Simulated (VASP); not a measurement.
Calculation: PBE GGA, VASP's PBE PAW potentials (set 64) (plane waves; VASP).

A VASP calculation is set up with these files.

KPOINTS:
```
K-points
0
gamma
  7 7 7
0 0 0
```

File POSCAR:
```
ZnSe
1
    0.0000000000     2.8681753777     2.8681753777
    2.8681753777     0.0000000000     2.8681753777
    2.8681753777     2.8681753777    -0.0000000000
Zn Se
1 1
Direct
  1.0000000000   1.0000000000   1.0000000000
  0.2500000000   0.2500000000   0.2500000000
```

### INCAR
```
# general
SYSTEM =ZnSe
PREC   =Accurate
ENCUT  =350
LREAL  =.FALSE.
LASPH  =.TRUE.

# electronic loop
EDIFF  =1E-6
NELM   =100
ALGO   =Normal
LMAXMIX=4

# smearing
ISMEAR =0
SIGMA  =0.05

# functional
GGA    =PE

# ions
IBRION =2
NSW    =60
ISIF   =3
EDIFFG =-0.01

# output
LWAVE  =.FALSE.
LCHARG =.FALSE.
```

POTCAR, in this order: Zn Se (PBE.64 set). Program: vasp_std.

Task: What does the run give for the energy per atom (σ→0), volume per atom, band gap (on the k-mesh)?

Result: 
```yaml
energy per atom (σ→0): -3.015 eV/atom
band gap (on the k-mesh): 1.15 eV
volume_per_atom: 23.55 Å³/atom
```

OSZICAR:
```
...
       N       E                     dE             d eps       ncg     rms          rms(c)
DAV:   1    -0.603069059138E+01   -0.75367E-03   -0.96264E-03   620   0.204E+00    0.191E-01
DAV:   2    -0.603006023670E+01    0.63035E-03   -0.23082E-03   615   0.132E+00    0.694E-02
DAV:   3    -0.602998596620E+01    0.74270E-04   -0.76838E-05   550   0.757E-02    0.332E-02
DAV:   4    -0.602996884740E+01    0.17119E-04   -0.11432E-05   608   0.399E-02    0.130E-02
DAV:   5    -0.602996676134E+01    0.20861E-05   -0.24723E-06   466   0.315E-02    0.105E-03
DAV:   6    -0.602996680506E+01   -0.43715E-07   -0.10568E-06   292   0.164E-02
   2 F= -.60299668E+01 E0= -.60299668E+01  d E =-.298544E-04
```

The compound is ZnSe in the zinc blende structure. This run relaxes it. Symmetry was kept, so distortions that lower it aren't found. The start is the result of an earlier pass.
